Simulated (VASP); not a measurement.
# Nb3B5 (P-62m) in VASP: a series of runs

One crystal, Nb3B5, is run at these levels: PBE, r2SCAN; tasks: relaxation of cell and atoms, single point.

Program: VASP 6.6.1. These are calculated values, not measurements. Logs are shortened: lines on timing, memory, paths and dates and some standing lists are left out, and cuts for length are marked.

## (1) The crystal as given

Symmetry: P-62m, No. 189, hexagonal system. The conventional cell has a = 5.406 Å, b = 5.406 Å, c = 3.215 Å, α = 90.00°, β = 90.00°, γ = 120.00°. Nb (site symmetry m2m) is surrounded by 10 B at 2.40 to 2.43 Å. B (site symmetry -6) is surrounded by 3 B at 1.77 Å. Around B (site symmetry m2m) lie 2 B at 1.77 Å.

The cell was built by a generator and needn't be a form met in nature.

## (2) Relaxation of cell and atoms, PBE

INCAR reads:

```
PREC = Accurate ; ENCUT = 520
EDIFF = 1E-6 ; ISMEAR = 0
SIGMA = 0.1 ; LREAL = False
LASPH = True ; NELM = 120
ALGO = Normal ; ISIF = 3
LWAVE = False ; LCHARG = False
GGA = PE ; IBRION = 2
NSW = 90 ; EDIFFG = -0.01
KPAR = 4
```

KPOINTS reads:

```
Automatic mesh
0
Gamma
  6 6 10
```

POSCAR reads:

```
Nb3B5
1.0
    5.4061154700      0.0000000000      0.0000000000
   -2.7030577400      4.6818333300      0.0000000000
    0.0000000000      0.0000000000      3.2150000000
Nb B
3 5
Direct
    0.0000000000      0.6744046800      0.0000000000
    0.3255953200      0.3255953200      0.0000000000
    0.6744046800      0.0000000000      0.0000000000
    0.6666666700      0.3333333300      0.5000000000
    0.3333333300      0.6666666700      0.5000000000
    0.0000000000      0.3438403100      0.5000000000
    0.3438403100      0.0000000000      0.5000000000
    0.6561596900      0.6561596900      0.5000000000
```

Potentials or basis: VASP PAW PBE potentials, release 64 (Nb_sv, B).

Command:

```
$ cat potpaw_PBE.64/Nb_sv/POTCAR potpaw_PBE.64/B/POTCAR > POTCAR
$ mpirun -np 4 vasp_std > vasp.out
```

OUTCAR:

```text
PREC = Accurate
   ENCUT = 520
   EDIFF = 1E-6
   ISMEAR = 0
   LREAL = False
   LASPH = True
   NELM = 120
   ISIF = 3
   GGA = PE
   IBRION = 2
   NSW = 90
   EDIFFG = -0.01

 ion  position               nearest neighbor table
   1  0.000  0.674  0.000-   6 2.40   6 2.40   7 2.42   7 2.42   8 2.42   8 2.42   5 2.43   5 2.43
                             4 2.43   4 2.43
   2  0.326  0.326  0.000-   8 2.40   8 2.40   6 2.42   6 2.42   7 2.42   7 2.42   4 2.43   4 2.43
                             5 2.43   5 2.43
   3  0.674  0.000  0.000-   7 2.40   7 2.40   6 2.42   6 2.42   8 2.42   8 2.42   4 2.43   4 2.43
                             5 2.43   5 2.43
   4  0.667  0.333  0.500-   6 1.77   7 1.77   8 1.77   3 2.43   3 2.43   1 2.43   1 2.43   2 2.43
                             2 2.43
   5  0.333  0.667  0.500-   7 1.77   6 1.77   8 1.77   1 2.43   1 2.43   3 2.43   3 2.43   2 2.43
                             2 2.43
   6  0.000  0.344  0.500-   4 1.77   5 1.77   1 2.40   1 2.40   3 2.42   3 2.42   2 2.42   2 2.42

   7  0.344  0.000  0.500-   5 1.77   4 1.77   3 2.40   3 2.40   1 2.42   1 2.42   2 2.42   2 2.42

   8  0.656  0.656  0.500-   5 1.77   4 1.77   2 2.40   2 2.40   1 2.42   1 2.42   3 2.42   3 2.42

  LATTYP: Found a hexagonal cell.
 ALAT       =     5.4061154700
 C/A-ratio  =     0.5946968795

  Lattice vectors:

 A1 = (   5.4061154700,   0.0000000000,   0.0000000000)
 A2 = (  -2.7030577400,   4.6818333300,   0.0000000000)
 A3 = (   0.0000000000,   0.0000000000,   3.2150000000)

Analysis of symmetry for initial positions (statically):
=====================================================================
 Subroutine PRICEL returns:
 Original cell was already a primitive cell.

 Routine SETGRP: Setting up the symmetry group for a
 hexagonal supercell.

 Subroutine GETGRP returns: Found 12 space group operations
 (whereof 12 operations were pure point group operations)
 out of a pool of 24 trial point group operations.

The static configuration has the point symmetry D_3h.

Analysis of symmetry for dynamics (positions and initial velocities):
=====================================================================
 Subroutine PRICEL returns:
 Original cell was already a primitive cell.

 Routine SETGRP: Setting up the symmetry group for a
 hexagonal supercell.

 Subroutine GETGRP returns: Found 12 space group operations
 (whereof 12 operations were pure point group operations)
[... 123 lines left out ...]
   TEBEG  =    0.0;   TEEND  =   0.0 temperature during run
   PSTRESS=    0.0 pullay stress
   NELECT =      54.0000    total number of electrons
   NUPDOWN=      -1.0000    fix difference up-down
   EMIN   =  10.00;   EMAX   =-10.00  energy-range for DOS
   EFERMI =   0.00;   METHOD = LEGACY
   ISMEAR =     0;   SIGMA  =   0.10  broadening in eV -4-tet -1-fermi 0-gaus
   EFERMI_NEDOS =   21; number of points for ismear=-14 and -15
   IALGO  =     38    algorithm
   IMIX   =      4    mixing-type and parameters
     AMIX     =   0.40;   BMIX     =  1.00
     AMIX_MAG =   1.60;   BMIX_MAG =  1.00
  volume/ion in A,a.u.               =      10.17        68.64
  Fermi-wavevector in a.u.,A,eV,Ry     =   1.427947  2.698428 27.742712  2.039032
  Thomas-Fermi vector in A             =   2.548061
   LORBIT       =      0    0 simple, 1 ext, 2 COOP (PROOUT), +10 PAW based schemes
   GGA     = PE    functional components
   LHFCALC =     F    Hartree Fock is set to
   AEXX    =    0.0000 exact exchange contribution
   IVDW    =     0    specifies the selected vdW correction
   LEPSILON=     F    determine dielectric tensor
   LRPA    =     F    only Hartree local field effects (RPA)
 conjugate gradient relaxation of ions
 non-spin polarized calculation
 Gauss-broadening in eV      SIGMA  =   0.10
  energy-cutoff  :      520.00
  volume of cell :       81.37
 maximum number of plane-waves:      2217
   NGX = 21   NGY = 21   NGZ = 11

--------------------------------------- Ionic step        1  -------------------------------------------

 number of electron      54.0000006 magnetization

 Free energy of the ion-electron system (eV)
  ---------------------------------------------------
  ext. energy  EPLUGINS =         0.00000000
  ---------------------------------------------------
  free energy    TOTEN  =       -69.88572340 eV

  energy without entropy =      -69.87628830  energy(sigma->0) =      -69.88100585

------------------------ aborting loop because EDIFF is reached ----------------------------------------

  FORCE on cell =-STRESS in cart. coord.  units (eV):
  Direction    XX          YY          ZZ          XY          YZ          ZX
  --------------------------------------------------------------------------------------
  -------------------------------------------------------------------------------------
  Total       -0.1228187     -0.1228187     -0.0494714      0.0000000     -0.0000000      0.0000000
  in kB       -2.4182027     -2.4182027     -0.9740533      0.0000000     -0.0000000      0.0000000
  external PRESSURE =      -1.9368196 kB  Pullay stress =       0.0000000 kB
[... 197 lines left out ...]
--------------------------------------- Ionic step        6  -------------------------------------------

 number of electron      54.0000006 magnetization

 Free energy of the ion-electron system (eV)
  ---------------------------------------------------
  ext. energy  EPLUGINS =         0.00000000
  ---------------------------------------------------
  free energy    TOTEN  =       -69.88660408 eV

  energy without entropy =      -69.87708310  energy(sigma->0) =      -69.88184359

 E-fermi :  10.8994     XC(G=0): -12.7948

 val. band max:       10.8926650810   @ k =   0.3333   0.0000   0.0000
 cond. band min:      10.9058962497   @ k =   0.5000   0.0000   0.5000
 fundamental gap:      0.0132311687
 Fermi energy:        10.8993744225

 k-point     1 :       0.0000    0.0000    0.0000
  band No.  band energies     occupation
      1     -44.0648      2.00000
      2     -43.9727      2.00000
      3     -43.9727      2.00000
      4     -20.3502      2.00000
      5     -20.3234      2.00000
      6     -20.3234      2.00000
[... 829 lines left out ...]
     31      13.7071      0.00000
     32      14.3193      0.00000

 [... further k-points ...]

------------------------ aborting loop because EDIFF is reached ----------------------------------------

  FORCE on cell =-STRESS in cart. coord.  units (eV):
  Direction    XX          YY          ZZ          XY          YZ          ZX
  --------------------------------------------------------------------------------------
  -------------------------------------------------------------------------------------
  Total       -0.0079597     -0.0079597     -0.0090178      0.0000000      0.0000000      0.0000000
  in kB       -0.1568091     -0.1568091     -0.1776532      0.0000000      0.0000000      0.0000000
  external PRESSURE =      -0.1637571 kB  Pullay stress =       0.0000000 kB
[... 23 lines left out ...]
  FREE ENERGIE OF THE ION-ELECTRON SYSTEM (eV)
  ---------------------------------------------------
  free  energy   TOTEN  =       -69.8866040790 eV

  energy  without entropy=      -69.8770830952  energy(sigma->0) =      -69.88184359

 reached required accuracy - stopping structural energy minimisation
```

CONTCAR:

```text
Nb3B5
   1.00000000000000
     5.4058900596496997    0.0000000000002512   -0.0000000000000000
    -2.7029450348244248    4.6816381189106009   -0.0000000000000000
    -0.0000000000000000   -0.0000000000000000    3.2134488664876142
  Nb              B
     3     5
Direct
     0.9999999999999998    0.6753327628218762    0.0000000000000000
     0.3246672371781242    0.3246672371781242    1.0000000000000000
     0.6753327628218762    0.9999999999999998    0.0000000000000000
     0.6666666699999979    0.3333333300000021    0.5000000000000000
     0.3333333300000021    0.6666666699999979    0.5000000000000000
     0.9999999999999998    0.3446881259517726    0.5000000000000000
     0.3446881259517726    0.9999999999999998    0.5000000000000000
     0.6553118740482275    0.6553118740482275    0.5000000000000000

  0.00000000E+00  0.00000000E+00  0.00000000E+00
  0.00000000E+00  0.00000000E+00  0.00000000E+00
  0.00000000E+00  0.00000000E+00  0.00000000E+00
  0.00000000E+00  0.00000000E+00  0.00000000E+00
  0.00000000E+00  0.00000000E+00  0.00000000E+00
  0.00000000E+00  0.00000000E+00  0.00000000E+00
  0.00000000E+00  0.00000000E+00  0.00000000E+00
  0.00000000E+00  0.00000000E+00  0.00000000E+00
```

It took 89 s on 4 MPI ranks of Intel Xeon Platinum 8488C (Sapphire Rapids), shared host; peak memory 0.24 GiB.

What came out:

```
Free energy                            : -69.8866 eV
Relaxed volume                         : 10.17 Å³/atom
Relaxed cell                           : a = 5.406 Å, b = 5.406 Å, c = 3.213 Å, α = 90.00°, β = 90.00°, γ = 120.00°
Space group after relaxing (to 0.05 Å) : P-62m (No. 189)
Energy gained by relaxing              : 0.1 meV/atom
Ionic steps                            : 6
Pressure after relaxing                : 0.0 GPa
Largest force after relaxing           : 0.005 eV/Å
Band gap on the k mesh                 : none (metal or under the smearing width)
```

Forces on the atoms (eV/Å):
```
Nb   0.001 -0.001  0.000
Nb   0.001  0.001  0.000
Nb  -0.001  0.000  0.000
B    0.000  0.000  0.000
B    0.000  0.000  0.000
B   -0.003  0.005  0.000
B    0.005  0.000  0.000
B   -0.003 -0.005  0.000
```

Step by step:
```csv
step,energy change (eV),largest force (eV/Å),pressure (GPa),volume (Å³)
1,0.0000,0.0780,-0.19,81.37
2,-0.0006,0.0266,0.29,81.23
3,-0.0006,0.0270,0.29,81.23
4,-0.0008,0.0270,-0.21,81.38
5,-0.0008,0.0223,-0.06,81.34
6,-0.0009,0.0054,-0.02,81.33
```

Final structure:
```xyz
8
Lattice="5.4059 0.0000 0.0000 -2.7029 4.6816 0.0000 0.0000 0.0000 3.2134" Properties=species:S:1:pos:R:3 pbc="T T T"
Nb    3.5805    3.1617    0.0000
Nb    0.8776    1.5200    3.2134
Nb    0.9478    4.6816    0.0000
B     2.7029    1.5605    1.6067
B     0.0000    3.1211    1.6067
B     4.4742    1.6137    1.6067
B    -0.8396    4.6816    1.6067
B     1.7713    3.0679    1.6067
```

## (3) Relaxation of cell and atoms, PBE

INCAR reads:

```
PREC = Accurate ; ENCUT = 520
EDIFF = 1E-7 ; ISMEAR = 0
SIGMA = 0.1 ; LREAL = False
LASPH = True ; NELM = 120
ALGO = Normal ; ISIF = 3
LWAVE = False ; LCHARG = False
GGA = PE ; IBRION = 2
NSW = 60 ; EDIFFG = -0.005
POTIM = 0.3 ; KPAR = 4
```

KPOINTS is that of step 2.

POSCAR reads:

```
Nb3B5                                   
1.0
    5.4058900596      0.0000000000     -0.0000000000
   -2.7029450348      4.6816381189     -0.0000000000
   -0.0000000000     -0.0000000000      3.2134488665
  Nb              B             
     3     5
Direct
     0.9999999999999998    0.6753327628218762    0.0000000000000000
     0.3246672371781242    0.3246672371781242    1.0000000000000000
     0.6753327628218762    0.9999999999999998    0.0000000000000000
     0.6666666699999979    0.3333333300000021    0.5000000000000000
     0.3333333300000021    0.6666666699999979    0.5000000000000000
     0.9999999999999998    0.3446881259517726    0.5000000000000000
     0.3446881259517726    0.9999999999999998    0.5000000000000000
     0.6553118740482275    0.6553118740482275    0.5000000000000000
```

Potentials or basis: VASP PAW PBE potentials, release 64 (Nb_sv, B).

Command:

```
$ cat potpaw_PBE.64/Nb_sv/POTCAR potpaw_PBE.64/B/POTCAR > POTCAR
$ mpirun -np 4 vasp_std > vasp.out
```

Run time: 37 s. Hardware: 4 MPI ranks of Intel Xeon Platinum 8488C (Sapphire Rapids), shared host; peak memory 0.24 GiB.

The run converged. Its results:

```
Free energy               : -69.8866 eV
Energy gained by relaxing : 0.0 meV/atom
Ionic steps               : 2
Pressure after relaxing   : 0.0 GPa
Band gap on the k mesh    : none (metal or under the smearing width)
```

Forces on the atoms (eV/Å):
```
Nb   0.000  0.000  0.000
Nb   0.000  0.000  0.000
Nb   0.000  0.000  0.000
B    0.000  0.000  0.000
B    0.000  0.000  0.000
B   -0.001  0.003  0.000
B    0.003  0.000  0.000
B   -0.001 -0.003  0.000
```

Final structure:
```
CELL_PARAMETERS angstrom
5.40583 0.00000 0.00000
-2.70291 4.68158 0.00000
0.00000 0.00000 3.21342
ATOMIC_POSITIONS crystal
Nb 0.00000 0.67532 0.00000
Nb 0.32468 0.32468 0.00000
Nb 0.67532 0.00000 0.00000
B 0.66667 0.33333 0.50000
B 0.33333 0.66667 0.50000
B 0.00000 0.34472 0.50000
B 0.34472 0.00000 0.50000
B 0.65528 0.65528 0.50000
```

Levels at points of the mesh, in eV from the Fermi level:
| k point | band 24 | band 25 | band 26 | band 27 | band 28 | band 29 | band 30 | band 31 |
| --- | --- | --- | --- | --- | --- | --- | --- | --- |
| (0.00, 0.00, 0.00) | -2.37 | -2.30 | -2.30 | 1.21 | 1.23 | 1.23 | 1.27 | 1.31 |
| (0.50, 0.00, 0.00) | -2.01 | -1.60 | -1.30 | -0.85 | 0.95 | 1.41 | 1.59 | 2.17 |
| (0.00, 0.00, 0.50) | -0.73 | -0.72 | -0.72 | -0.13 | -0.13 | 1.73 | 1.73 | 2.59 |
| (0.50, 0.00, 0.50) | -2.47 | -2.13 | -1.82 | 0.01 | 1.79 | 2.11 | 3.16 | 3.40 |

## (4) Single point, r2SCAN

INCAR reads:

```
  PREC = Accurate
  ENCUT = 520
  EDIFF = 1E-6
  ISMEAR = 0
  SIGMA = 0.1
  LREAL = F
  LASPH = T
  NELM = 150
  ALGO = Normal
  ISIF = 2
  LWAVE = F
  LCHARG = F
  METAGGA = R2SCAN
  LMIXTAU = T
  KPAR = 4
```

KPOINTS reads:

```
regular mesh
0
Gamma
  6 6 10
```

POSCAR reads:

```
Nb3B5                                   
1.0
    5.4058265130      0.0000000000      0.0000000000
   -2.7029132615      4.6815830859     -0.0000000000
    0.0000000000      0.0000000000      3.2134243933
  Nb              B             
     3     5
Direct
     1.0000000000000000    0.6753212940143197    1.0000000000000000
     0.3246787059856803    0.3246787059856803    0.0000000000000000
     0.6753212940143197    0.0000000000000000    1.0000000000000000
     0.6666666699999979    0.3333333300000021    0.5000000000000000
     0.3333333300000021    0.6666666699999979    0.5000000000000000
     1.0000000000000000    0.3447167953772398    0.5000000000000000
     0.3447167953772398    0.0000000000000000    0.5000000000000000
     0.6552832046227602    0.6552832046227602    0.5000000000000000
```

Command:

```
$ cat potpaw_PBE.64/Nb_sv/POTCAR potpaw_PBE.64/B/POTCAR > POTCAR
$ mpirun -np 4 vasp_std > vasp.out
```

It took 88 s on 4 MPI ranks of Intel Xeon Platinum 8488C (Sapphire Rapids), shared host; peak memory 0.24 GiB.

The run converged. Its results:

- Free energy: -117.2253 eV
- Pressure: -1.0 GPa
- Largest force: 0.032 eV/Å
- Band gap on the k mesh: none (metal or under the smearing width)

Forces on the atoms (eV/Å):
```
Nb  -0.015  0.027  0.000
Nb  -0.015 -0.027  0.000
Nb   0.031  0.000  0.000
B    0.000  0.000  0.000
B    0.000  0.000  0.000
B   -0.016  0.027  0.000
B    0.032  0.000  0.000
B   -0.016 -0.027  0.000
```

Stress tensor (GPa, compression positive):
```
-1.00  0.00  0.00
 0.00 -1.00  0.00
 0.00  0.00 -0.88
```

Levels at points of the mesh, in eV from the Fermi level:
```tsv
k point	band 23	band 24	band 25	band 26	band 27	band 28	band 29	band 30	band 31	band 32
(0.00, 0.00, 0.00)	-2.59	-2.54	-2.44	-2.44	1.28	1.33	1.34	1.34	1.37	2.47
(0.50, 0.00, 0.00)	-2.66	-2.09	-1.69	-1.39	-0.91	1.02	1.49	1.68	2.34	2.38
(0.00, 0.00, 0.50)	-3.55	-0.83	-0.76	-0.76	-0.11	-0.11	1.83	1.83	2.79	3.63
(0.50, 0.00, 0.50)	-3.11	-2.62	-2.31	-1.95	-0.08	1.90	2.22	3.37	3.53	3.63
```

Caveat: the PAW data sets were made with another functional, which shifts forces and pressure a little.
